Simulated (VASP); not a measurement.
The cell holds one KI (rock salt) (100) slab, with vacuum along c, ions free to move until forces fall under 0.03 eV/Å, no reconstruction beyond this cell, dipole correction on. Ionisation potential and electron affinity count from the cell's own band edges, surface states included.

```yaml
crystal:
  lattice:
    - [5.01602, 0.00000, 0.00000]
    - [0.00000, 5.01602, 0.00000]
    - [0.00000, 0.00000, 29.23775]
  atoms:
    - { symbol: K, position: [0.00000, 0.50000, 0.31912] }
    - { symbol: K, position: [0.50000, 0.00000, 0.43918] }
    - { symbol: K, position: [0.00000, 0.50000, 0.56082] }
    - { symbol: K, position: [0.50000, 0.00000, 0.68088] }
    - { symbol: I, position: [0.00000, 0.50000, 0.43909] }
    - { symbol: I, position: [0.50000, 0.00000, 0.31700] }
    - { symbol: I, position: [0.00000, 0.50000, 0.68300] }
    - { symbol: I, position: [0.50000, 0.00000, 0.56091] }
```

These are r2SCAN meta-GGA, VASP's PBE PAW potentials (set 64) (plane waves; VASP) values and carry that method's errors. Numerical set-up: 400 eV cut-off, 4×4×1 Γ-centred mesh, Gaussian smearing of 0.050 eV, potentials K_sv I.

Slab and bulk use different k-meshes, so the surface energy is good to a few per cent at best. Unless said otherwise, spin-orbit coupling is left out, though it shifts the bands of the heavy elements here.

| Property | Value |
|---|---|
| surface energy | 0.11 J/m^2 |
| ionisation potential | 5.93 eV |
| electron affinity | 1.27 eV |
| band gap (on the k-mesh) | 4.66 eV |

The cell is a thin slab with vacuum, built from KI (rock salt): (100) face.
